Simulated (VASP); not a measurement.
Input:

```xyz
3
Lattice="0.0000 3.0202 3.0202 3.0202 0.0000 3.0202 3.0202 3.0202 0.0000" Properties=species:S:1:pos:R:3 pbc="T T T"
Pb     6.0404     6.0404     6.0404
F      1.5101     1.5101     1.5101
F      4.5303     4.5303     4.5303
```

Level of theory: AM05 GGA, VASP's PBE PAW potentials (set 64) (plane waves; VASP). Numerical set-up: 520 eV cut-off, 7×7×7 Γ-centred mesh, Gaussian smearing of 0.050 eV, potentials Pb_d F.

Q: Give the stress tensor in GPa (positive for a compressed cell).

A: 
```
-3.67   0.00   0.00
 0.00  -3.67   0.00
 0.00   0.00  -3.67
```
The pressure is its mean diagonal, -3.67 GPa.

The compound is PbF2 in the fluorite structure, the β form. This cell is one point of a volume scan, at 1.06 of the reference volume.
